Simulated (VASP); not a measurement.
Input for VASP

INCAR:
```
# general
SYSTEM   = Te
PREC     = Accurate
ENCUT    = 520
LREAL    = .False.
LASPH    = .True.

# electronic loop
EDIFF    = 1E-7
NELM     = 100
ALGO     = Normal
LMAXMIX  = 4

# smearing
ISMEAR   = 0
SIGMA    = 0.05

# functional
GGA      = MK
LUSE_VDW = .True.
AGGAC    = 0.0
PARAM1   = 0.1234568
PARAM2   = 0.7114
ZAB_VDW  = -1.8867

# ions
IBRION   = 2
NSW      = 30
ISIF     = 4
EDIFFG   = -0.01

# output
LWAVE    = .False.
LCHARG   = .False.
```

**POSCAR**
```
Te
1
    2.1765303531    -3.7698608707     0.0000000000
    2.1765303531     3.7698608707     0.0000000000
    0.0000000000     0.0000000000     5.9562070934
Te
3
Direct
  0.0000000000   0.2781232391   0.6666670000
  0.7218767609   0.7218767609   0.0000000000
  0.2781232391   0.0000000000   0.3333330000
```

File KPOINTS:
```
Automatic mesh
0
Gamma
6 6 4
0 0 0
```

POTCAR, in this order: Te (PBE.64 set). Program: vasp_std.

Q: Write an equivalent input for Quantum ESPRESSO's pw.x.

A: One equivalent input (not run):
```
&CONTROL
  calculation = 'vc-relax'
  pseudo_dir = './pseudo'
  outdir = './out'
  tprnfor = .true.
  tstress = .true.
  nstep = 30
  forc_conv_thr = 0.00039
/
&SYSTEM
  ibrav = 0
  nat = 3
  ntyp = 1
  ecutwfc = 82.3
  occupations = 'smearing'
  smearing = 'gaussian'
  degauss = 0.003675
  input_dft = 'vdw-df2-b86r'
/
&ELECTRONS
  conv_thr = 7.3e-09
  electron_maxstep = 100
/
&IONS
/
&CELL
  cell_dofree = 'shape'
/
ATOMIC_SPECIES
  Te 127.600 Te.upf
CELL_PARAMETERS angstrom
     2.1765304   -3.7698609    0.0000000
     2.1765304    3.7698609    0.0000000
     0.0000000    0.0000000    5.9562071
ATOMIC_POSITIONS crystal
  Te   0.0000000  0.2781232  0.6666670
  Te   0.7218768  0.7218768  0.0000000
  Te   0.2781232  0.0000000  0.3333330
K_POINTS automatic
  6 6 4 0 0 0
```
What does not carry over: the potentials are each code's own (VASP's PAW set, PseudoDojo norm-conserving files in pw.x), so ENCUT and ecutwfc are chosen apart and not converted; conv_thr bounds pw.x's estimated SCF error, while EDIFF bounds the energy change between steps; forc_conv_thr acts on force components and is met together with etot_conv_thr.

The compound is Te in the trig structure. This cell is one point of a volume scan, at 0.97 of the reference volume. Symmetry was kept, so distortions that lower it aren't found.
